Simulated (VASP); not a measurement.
Computed with LDA (Ceperley-Alder, Perdew-Zunger), VASP's LDA PAW potentials (set 64) (plane waves; VASP).

Input for VASP

File KPOINTS:
```
K-points
0
G
 9 9 9
```

INCAR:
```
SYSTEM=CoSi
PREC=Accurate; ENCUT=300; LREAL=F
LASPH=T
EDIFF=1E-6; NELM=100; ALGO=Normal
LMAXMIX=4
ISMEAR=0; SIGMA=0.1
ISIF=2
LWAVE=F; LCHARG=F
```

File POSCAR:
```
CoSi
1
    4.4409770000     0.0000000000     0.0000000000
    0.0000000000     4.4409770000     0.0000000000
    0.0000000000     0.0000000000     4.4409770000
Co Si
4 4
Direct
  0.8541000000   0.6459000000   0.3541000000
  0.6459000000   0.3541000000   0.8541000000
  0.3541000000   0.8541000000   0.6459000000
  0.1459000000   0.1459000000   0.1459000000
  0.1565400000   0.3434600000   0.6565400000
  0.3434600000   0.6565400000   0.1565400000
  0.6565400000   0.1565400000   0.3434600000
  0.8434600000   0.8434600000   0.8434600000
```

POTCAR, in this order: Co Si (LDA.64 set). Program: vasp_std.

At this cut-off the stress carries a Pulay error, which pulls relaxed volumes low.

Problem. Predict the energy per atom (σ→0), pressure, largest force, band gap (on the k-mesh).

Solution. 
```
Quantity                                                    Result
------------------------  ----------------------------------------
energy per atom (σ→0)                               -7.799 eV/atom
band gap (on the k-mesh)  none (metal, semimetal or under 0.01 eV)
pressure                                               -138.7 kbar
largest force                                           0.129 eV/Å
```

### OSZICAR
```
...
DAV:   8    -0.625070819322E+02   -0.16420E+00   -0.42581E+00  3358   0.112E+01    0.299E+00
DAV:   9    -0.624052378610E+02    0.10184E+00   -0.34905E-01  4367   0.652E+00    0.115E+00
DAV:  10    -0.623985709669E+02    0.66669E-02   -0.22096E-02  4318   0.973E-01    0.344E-01
DAV:  11    -0.623972640377E+02    0.13069E-02   -0.31598E-03  4479   0.485E-01    0.987E-02
DAV:  12    -0.623972343331E+02    0.29705E-04   -0.23812E-04  3394   0.160E-01    0.425E-02
DAV:  13    -0.623972267148E+02    0.76183E-05   -0.51574E-05  4341   0.379E-02    0.175E-02
DAV:  14    -0.623972268745E+02   -0.15966E-06   -0.70941E-06  3296   0.209E-02
   1 F= -.62397227E+02 E0= -.62393863E+02  d E =-.672681E-02
```

The structure comes from a computed database's CoSi entry; how it stands against other phases isn't given here. The cell was not relaxed at this level. The run is one of a series of settings (GGA removed, POTCAR Co Si (LDA.64 set) against the base run), some of them coarse on purpose. The run is not spin-polarised, so no magnetic state was tried.
